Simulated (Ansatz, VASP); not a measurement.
**One calculation of CsBaPd4, two programs**

INCAR

```
SYSTEM = CsBaPd4
  PREC = Accurate
  ENCUT = 520
  EDIFF = 1E-7
  ISMEAR = 0
  SIGMA = 0.1
  LREAL = .FALSE.
  LASPH = .TRUE.
  NELM = 100
  ALGO = Fast
  ISIF = 2
  LWAVE = .FALSE.
  LCHARG = .FALSE.
  GGA = PE
  NBANDS = 38
```

KPOINTS

```
regular mesh
0
G
  4 4 4
  0 0 0
```

The input POSCAR:

```
CsBaPd4
1.0
    0.0000000000      4.0291684039      4.0291684039
    4.0291684039      0.0000000000      4.0291684039
    4.0291684039      4.0291684039      0.0000000000
Cs Ba Pd
1 1 4
Direct
    0.2500000000      0.2500000000      0.2500000000
    0.0000000000      0.0000000000      0.0000000000
    0.6257700000      0.1226900000      0.6257700000
    0.6257700000      0.6257700000      0.1226900000
    0.6257700000      0.6257700000      0.6257700000
    0.1226900000      0.6257700000      0.6257700000
```

Input for Ansatz:

```yaml
crystal:
  lattice:
    - [0.0, 4.0291684039, 4.0291684039]
    - [4.0291684039, 0.0, 4.0291684039]
    - [4.0291684039, 4.0291684039, 0.0]
  atoms:
    - { symbol: Cs, position: [0.25, 0.25, 0.25] }
    - { symbol: Ba, position: [0.0, 0.0, 0.0] }
    - { symbol: Pd, position: [0.62577, 0.12269, 0.62577] }
    - { symbol: Pd, position: [0.62577, 0.62577, 0.12269] }
    - { symbol: Pd, position: [0.62577, 0.62577, 0.62577] }
    - { symbol: Pd, position: [0.12269, 0.62577, 0.62577] }
basis:
  ecutwfc: 420
kpoints:
  mp_grid: { grid: [4, 4, 4] }
hamiltonian:
  xc: pbe
scf:
  occupations: { method: gaussian, width: 0.1 }
  lower_state_search: "off"
output:
  forces: true
  stress: true
  eigenvalues: true
```

Alike in both runs: task single point; functional PBE; k mesh 4 × 4 × 4; occupations gaussian, width 0.1 eV; no spin polarisation.

|  | VASP | Ansatz |
| --- | --- | --- |
| version | VASP 6.6.1 | Ansatz 0.2.0 |
| potentials or method | VASP PAW PBE potentials, release 64 (Cs_sv, Ba_sv, Pd) | scalar-relativistic, plane waves, PAW |
| plane-wave cutoff (eV) | 520 | 420 |
| valence electrons in the cell | 59 | 91 |

|  | VASP | Ansatz | Ansatz less VASP |
| --- | --- | --- | --- |
| gap on the k mesh at the Fermi level (eV) | none | none | - |
| pressure (GPa) | 2.9 | 2.1 | -0.78 |
| rms of the force components (eV/Å) | 0.038 | 0.035 | -0.0030 |

Atom by atom the forces differ by 0.003 eV/Å (rms over components). A gap of «none» marks a metal or a gap that the smearing closes. The two sets of potentials don't hold the same shells in valence.

The runs have no spin-orbit coupling, so splittings on Ba, Cs are missing.
